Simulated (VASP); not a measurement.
Output of a VASP run:

OSZICAR:
```
...
RMM:   2    -0.424380569320E+03   -0.66685E-05   -0.81322E-05   657   0.201E-02    0.605E-03
RMM:   3    -0.424380570061E+03   -0.74121E-06   -0.85654E-06   421   0.701E-03    0.382E-03
RMM:   4    -0.424380569738E+03    0.32283E-06   -0.13037E-06   338   0.269E-03
  19 F= -.42438057E+03 E0= -.42437058E+03  d E =-.510083E-03  mag=     3.0000
       N       E                     dE             d eps       ncg     rms          rms(c)
DAV:   1    -0.424380504514E+03    0.65547E-04   -0.11308E-01   728   0.851E-01    0.684E-02
RMM:   2    -0.424380665209E+03   -0.16070E-03   -0.20314E-03   720   0.101E-01    0.324E-02
RMM:   3    -0.424380703723E+03   -0.38514E-04   -0.33565E-04   791   0.396E-02    0.226E-02
RMM:   4    -0.424380697349E+03    0.63739E-05   -0.48587E-05   546   0.158E-02
  20 F= -.42438070E+03 E0= -.42437076E+03  d E =-.127610E-03  mag=     3.0000
       N       E                     dE             d eps       ncg     rms          rms(c)
DAV:   1    -0.424380742549E+03   -0.38826E-04   -0.16736E-02   736   0.328E-01    0.257E-02
RMM:   2    -0.424380767393E+03   -0.24844E-04   -0.30524E-04   720   0.390E-02    0.119E-02
RMM:   3    -0.424380771918E+03   -0.45255E-05   -0.41587E-05   547   0.146E-02    0.782E-03
RMM:   4    -0.424380770953E+03    0.96569E-06   -0.68287E-06   409   0.603E-03
  21 F= -.42438077E+03 E0= -.42437081E+03  d E =-.201214E-03  mag=     3.0000
       N       E                     dE             d eps       ncg     rms          rms(c)
DAV:   1    -0.424380705655E+03    0.66263E-04   -0.60967E-02   728   0.629E-01    0.509E-02
RMM:   2    -0.424380797083E+03   -0.91428E-04   -0.11121E-03   720   0.744E-02    0.234E-02
RMM:   3    -0.424380813187E+03   -0.16104E-04   -0.17202E-04   735   0.284E-02    0.157E-02
RMM:   4    -0.424380809809E+03    0.33776E-05   -0.25884E-05   471   0.118E-02
  22 F= -.42438081E+03 E0= -.42437087E+03  d E =-.388568E-04  mag=     3.0000
       N       E                     dE             d eps       ncg     rms          rms(c)
DAV:   1    -0.424380847488E+03   -0.34301E-04   -0.85614E-03   768   0.236E-01    0.187E-02
RMM:   2    -0.424380860614E+03   -0.13126E-04   -0.15722E-04   718   0.279E-02    0.828E-03
RMM:   3    -0.424380862227E+03   -0.16130E-05   -0.19818E-05   446   0.102E-02    0.533E-03
RMM:   4    -0.424380861854E+03    0.37281E-06   -0.37160E-06   382   0.445E-03
  23 F= -.42438086E+03 E0= -.42437091E+03  d E =-.909013E-04  mag=     3.0000
       N       E                     dE             d eps       ncg     rms          rms(c)
DAV:   1    -0.424380848138E+03    0.14089E-04   -0.22757E-02   736   0.385E-01    0.308E-02
RMM:   2    -0.424380882210E+03   -0.34072E-04   -0.40816E-04   720   0.451E-02    0.140E-02
RMM:   3    -0.424380887845E+03   -0.56349E-05   -0.61908E-05   602   0.172E-02    0.934E-03
RMM:   4    -0.424380886840E+03    0.10053E-05   -0.96595E-06   436   0.726E-03
  24 F= -.42438089E+03 E0= -.42437094E+03  d E =-.249857E-04  mag=     3.0000
       N       E                     dE             d eps       ncg     rms          rms(c)
DAV:   1    -0.424380899456E+03   -0.11611E-04   -0.26037E-03   736   0.130E-01    0.103E-02
RMM:   2    -0.424380903518E+03   -0.40621E-05   -0.47456E-05   510   0.153E-02    0.461E-03
RMM:   3    -0.424380903984E+03   -0.46636E-06   -0.57237E-06   381   0.569E-03    0.295E-03
RMM:   4    -0.424380903846E+03    0.13832E-06   -0.85927E-07   283   0.238E-03
  25 F= -.42438090E+03 E0= -.42437096E+03  d E =-.419921E-04  mag=     3.0000
```

### OUTCAR
```
------------------------ aborting loop because EDIFF is reached ----------------------------------------
  FORCE on cell =-STRESS in cart. coord.  units (eV):
  Direction    XX          YY          ZZ          XY          YZ          ZX
  --------------------------------------------------------------------------------------
  Total      -14.5263141    -13.5840181    -16.8376786     -0.4174886      0.5226934      0.7862520
  in kB      -26.8538448    -25.1118839    -31.1267127     -0.7717839      0.9662691      1.4534926
  external PRESSURE =     -27.6974805 kB  Pullay stress =       0.0000000 kB
  volume of cell :      866.68
      direct lattice vectors                 reciprocal lattice vectors
     4.868317893 -8.432173817  0.000000000     0.102704879 -0.059296690  0.000000000
     4.868317893  8.432173817  0.000000000     0.102704879  0.059296690  0.000000000
     0.000000000  0.000000000 10.556283981     0.000000000  0.000000000  0.094730305
  FREE ENERGIE OF THE ION-ELECTRON SYSTEM (eV)
  ---------------------------------------------------
  free  energy   TOTEN  =      -424.3809038460 eV

  energy  without entropy=     -424.3610099190  energy(sigma->0) =     -424.37095688

 total charge

# of ion       s       p       d       tot
------------------------------------------
    1        0.987   1.357   0.361   2.705
    2        0.988   1.351   0.359   2.698
    3        0.988   1.368   0.365   2.721
    4        0.993   1.371   0.365   2.729
    5        0.985   1.337   0.352   2.674
    6        0.987   1.348   0.357   2.693
    7        0.988   1.357   0.361   2.706
    8        0.993   1.362   0.363   2.718
    9        0.986   1.344   0.355   2.685
   10        0.988   1.350   0.358   2.696
   11        0.986   1.347   0.357   2.691
   12        0.994   1.359   0.360   2.713
   13        0.987   1.357   0.361   2.705
   14        0.983   1.340   0.358   2.681
   15        0.988   1.368   0.365   2.720
   16        1.011   1.395   0.334   2.741
   17        0.989   1.352   0.359   2.700
   18        0.986   1.361   0.362   2.710
   19        1.019   1.405   0.339   2.764
   20        0.983   1.333   0.351   2.667
   21        0.988   1.350   0.358   2.696
   22        0.988   1.355   0.361   2.705
   23        0.994   1.359   0.360   2.712
   24        0.983   1.334   0.353   2.670
   25        0.988   1.351   0.359   2.697
   26        0.987   1.351   0.360   2.698
   27        0.993   1.370   0.365   2.728
   28        0.985   1.338   0.352   2.675
   29        0.989   1.353   0.359   2.701
   30        0.988   1.356   0.361   2.705
   31        1.019   1.405   0.339   2.764
   32        0.983   1.333   0.351   2.668
   33        0.985   1.342   0.355   2.683
   34        0.988   1.356   0.361   2.706
   35        0.983   1.334   0.351   2.667
   36        1.264   2.332   0.000   3.595
   37        1.231   2.447   0.000   3.678
   38        1.234   2.442   0.000   3.675
   39        1.229   2.452   0.000   3.682
   40        1.233   2.446   0.000   3.678
   41        1.231   2.445   0.000   3.676
   42        1.231   2.447   0.000   3.679
   43        1.231   2.445   0.000   3.676
   44        1.230   2.451   0.000   3.681
   45        1.232   2.442   0.000   3.675
   46        1.231   2.447   0.000   3.678
   47        1.230   2.449   0.000   3.680
   48        1.264   2.332   0.000   3.596
...
```
(Selected blocks of OUTCAR.)

File POSCAR:
```
Ga35CN35
1
    4.8683178927    -8.4321738171     0.0000000000
    4.8683178927     8.4321738171     0.0000000000
    0.0000000000     0.0000000000    10.5562839806
Ga N C
35 35 1
Direct
  0.2273410000   0.1142020000   0.2530950000
  0.1111110000   0.2222220000   0.0000000000
  0.2219350000   0.1117750000   0.7514000000
  0.1143040000   0.2292750000   0.4991640000
  0.2222220000   0.4444440000   0.2500000000
  0.1111110000   0.5555560000   0.0000000000
  0.2222220000   0.4444440000   0.7500000000
  0.1111110000   0.5555560000   0.5000000000
  0.2222220000   0.7777780000   0.2500000000
  0.1111110000   0.8888890000   0.0000000000
  0.2222220000   0.7777780000   0.7500000000
  0.1111110000   0.8888890000   0.5000000000
  0.5528000000   0.1046470000   0.2540920000
  0.4444440000   0.2222220000   0.0000000000
  0.5566480000   0.1102890000   0.7515420000
  0.5582510000   0.4415480000   0.2482220000
  0.4444440000   0.5555560000   0.0000000000
  0.5603640000   0.4453840000   0.7527290000
  0.4483370000   0.5539200000   0.5005900000
  0.5555560000   0.7777780000   0.2500000000
  0.4444440000   0.8888890000   0.0000000000
  0.5555560000   0.7777780000   0.7500000000
  0.4444440000   0.8888890000   0.5000000000
  0.8888890000   0.1111110000   0.2500000000
  0.7777780000   0.2222220000   0.0000000000
  0.8888890000   0.1111110000   0.7500000000
  0.7779430000   0.2276260000   0.4954370000
  0.8888890000   0.4444440000   0.2500000000
  0.7777780000   0.5555560000   0.0000000000
  0.8888890000   0.4444440000   0.7500000000
  0.7795070000   0.5622960000   0.4975110000
  0.8888890000   0.7777780000   0.2500000000
  0.7777780000   0.8888890000   0.0000000000
  0.8888890000   0.7777780000   0.7500000000
  0.7777780000   0.8888890000   0.5000000000
  0.2230240000   0.1109330000   0.4369140000
  0.1111110000   0.2222220000   0.1885000000
  0.2222220000   0.1111110000   0.9385000000
  0.1111110000   0.2222220000   0.6885000000
  0.2222220000   0.4444440000   0.4385000000
  0.1111110000   0.5555560000   0.1885000000
  0.2222220000   0.4444440000   0.9385000000
  0.1111110000   0.5555560000   0.6885000000
  0.2222220000   0.7777780000   0.4385000000
  0.1111110000   0.8888890000   0.1885000000
  0.2222220000   0.7777780000   0.9385000000
  0.1111110000   0.8888890000   0.6885000000
  0.5511450000   0.1084890000   0.4361070000
  0.4444440000   0.2222220000   0.1885000000
  0.5555560000   0.1111110000   0.9385000000
  0.4391730000   0.2194900000   0.6856530000
  0.4444440000   0.5555560000   0.1885000000
  0.5555560000   0.4444440000   0.9385000000
  0.4444440000   0.5555560000   0.6885000000
  0.5555560000   0.7777780000   0.4385000000
  0.4444440000   0.8888890000   0.1885000000
  0.5555560000   0.7777780000   0.9385000000
  0.4444440000   0.8888890000   0.6885000000
  0.8888890000   0.1111110000   0.4385000000
  0.7777780000   0.2222220000   0.1885000000
  0.8888890000   0.1111110000   0.9385000000
  0.7777780000   0.2222220000   0.6885000000
  0.8888890000   0.4444440000   0.4385000000
  0.7777780000   0.5555560000   0.1885000000
  0.8888890000   0.4444440000   0.9385000000
  0.7777780000   0.5555560000   0.6885000000
  0.8888890000   0.7777780000   0.4385000000
  0.7777780000   0.8888890000   0.1885000000
  0.8888890000   0.7777780000   0.9385000000
  0.7777780000   0.8888890000   0.6885000000
  0.5521950000   0.4450430000   0.4363450000
```

Reconstruct the remaining input files.

One answer among several that fit: the input of the run itself, PBE GGA, plane waves, VASP's PBE PAW potentials (set 64).

### INCAR
```
SYSTEM=Ga35CN35
GGA=PE
EDIFF=1E-5   ! SCF stop (eV)
LREAL=Auto   ! projection in real space or not
PREC=Normal
LCHARG=F
NSW=70   ! most ionic steps
ISYM=0
LMAXMIX=4
LWAVE=T
NUPDOWN=3
ENCUT=400   ! plane-wave cut-off (eV)
NELECT=283.0
NELM=100
ISIF=2
IBRION=2   ! conjugate gradients
SIGMA=0.05   ! width (eV)
MAGMOM=71*0.0423
ISMEAR=0   ! Gaussian
LASPH=T   ! aspherical one-centre terms
ISPIN=2
ALGO=Fast   ! Davidson, then RMM-DIIS
NELMIN=4
EDIFFG=-0.03
LORBIT=10
```

### KPOINTS
```
Regular mesh
0
G
  1 1 1
0 0 0
```

POTCAR, in this order: Ga N C (PBE.64 set). Program: vasp_gam.

At this cut-off the stress carries a Pulay error, which pulls relaxed volumes low. The cell is charged, with a uniform compensating background. The supercell is sampled at Γ alone, which is coarse: total energies, pressure and levels can be off, energies of defects by several tenths of an eV.

The cell is a supercell with a defect, built from GaN (wurtzite): C_N-vac_Ga, charge +1.
